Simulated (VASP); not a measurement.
These are r2SCAN meta-GGA, VASP's PBE PAW potentials (set 64) (plane waves; VASP) values and carry that method's errors.

The input files of a VASP run:

INCAR:
```
SYSTEM = Cs
PREC = Accurate
ENCUT = 480
EDIFF = 1E-7
NELM = 100
ALGO = Normal
LREAL = .FALSE.
LASPH = .TRUE.
ISMEAR = 1
SIGMA = 0.1
METAGGA = R2SCAN
LMIXTAU = .TRUE.
LMAXMIX = 4
LWAVE = .FALSE.
LCHARG = .FALSE.
ISIF = 2
```

### POSCAR
```
Cs
6.3179790
 -0.4900990237   0.4950495189   0.4900990237
  0.5000000141  -0.4950495189   0.5000000141
  0.4900990237   0.4950495189  -0.4900990237
Cs
1
Cart
  0.0000000000   0.0000000000   0.0000000000
```

**KPOINTS**
```
Automatic mesh
0
gamma
  8 8 8
```

POTCAR, in this order: Cs_sv (PBE.64 set). Program: vasp_std.

### Question
What will the output report for the number of irreducible k-points (NKPTS), number of bands (NBANDS), largest plane-wave count, number of space-group operations, FFT grid (NGX, NGY, NGZ)?

### Answer

The number of irreducible k-points (NKPTS) is 95. The number of bands (NBANDS) is 8. The largest plane-wave count is 2946. The number of space-group operations is 8. The FFT grid (NGX, NGY, NGZ) is 40 × 40 × 40.

The compound is Cs in the bcc structure. This cell was strained or had an atom moved on purpose.
